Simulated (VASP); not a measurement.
Input:

```yaml
crystal:
  lattice:
    - [1.45169, -3.89914, 0.00000]
    - [1.45169, 3.89914, 0.00000]
    - [0.00000, 0.00000, 2.90195]
  atoms:
    - { symbol: Cr, position: [0.85462, 0.14538, 0.75000] }
    - { symbol: Cr, position: [0.14538, 0.85462, 0.25000] }
    - { symbol: B, position: [0.56494, 0.43506, 0.75000] }
    - { symbol: B, position: [0.43506, 0.56494, 0.25000] }
```

Computed with PBEsol GGA, VASP's PBE PAW potentials (set 64) (plane waves; VASP 6.6.1). Run with 400 eV cut-off, 8×8×8 Γ-centred mesh, Fermi-Dirac smearing of 0.10 eV, potentials Cr_pv B.

At this cut-off the stress carries a Pulay error, which pulls relaxed volumes low.

**Question.** Which forces act on the atoms, in eV/Å?

**Answer.** 
```csv
atom,Fx,Fy,Fz
Cr1,0.000,0.004,0.000
Cr2,0.000,-0.004,0.000
B3,0.000,-0.051,0.000
B4,0.000,0.051,0.000
```

**Question.** Give the stress tensor in GPa (positive for a compressed cell).

**Answer.** 
```
-3.62   0.00   0.00
 0.00  -4.00   0.00
 0.00   0.00  -3.56
```
The pressure is its mean diagonal, -3.73 GPa.

The structure comes from a computed database's CrB entry (Cmcm); how it stands against other phases isn't given here. The cell was not relaxed at this level. The run is not spin-polarised, so no magnetic state was tried.
